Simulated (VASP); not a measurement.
Runs of VASP 6.6.1 on Be3Cl5. All rows change the cell; the cell of one of them follows. Symmetry: Pm-3m, No. 221, cubic system. The conventional cell has a = 5.349 Å, b = 5.349 Å, c = 5.349 Å, α = 90.00°, β = 90.00°, γ = 90.00°. Be (site symmetry 4/mmm) has 6 Cl at 2.67 Å as nearest neighbours. Cl (site symmetry 4/mmm) is surrounded by 4 Be at 2.67 Å and 2 Cl at 2.67 Å. Cl (site symmetry m-3m) has 6 Cl at 2.67 Å as nearest neighbours. Around Cl (site symmetry m-3m) lie 6 Be at 2.67 Å. The cell was built by a generator and needn't be a form met in nature.

```csv
task,cell,k mesh,cutoff (eV),gap on the mesh (eV),pressure (GPa),relaxed volume (Å³/atom)
single point,"random cell by space group and Wyckoff sites (Pm-3m, No. 221)",8 × 8 × 8,520,none,-0.1,-
relaxation of cell and atoms,"relaxed from: random cell by space group and Wyckoff sites (Pm-3m, No. 221)",4 × 4 × 4,600,none,0.1,18.86
relaxation of cell and atoms,"relaxed from: random cell by space group and Wyckoff sites (Pm-3m, No. 221)",8 × 8 × 8,600,none,0.0,(a)
single point,"random cell by space group and Wyckoff sites (Pm-3m, No. 221)",4 × 4 × 4,520,none,-0.2,-
```

Alike in all rows: level PBE; potentials or basis VASP PAW PBE potentials, release 64 (Be, Cl); no spin polarisation; smearing gaussian 0.1 eV.

Task: Estimate the missing entries.

Result: (a) 19.10.

Caveats: an odd number of electrons without spin polarisation forces a metal; a magnetic or distorted state may lie lower; the volume moved by over 15 % at a fixed basis, so the end points are rough (some runs).

A gap of «none» marks a metal or a gap under the smearing width.
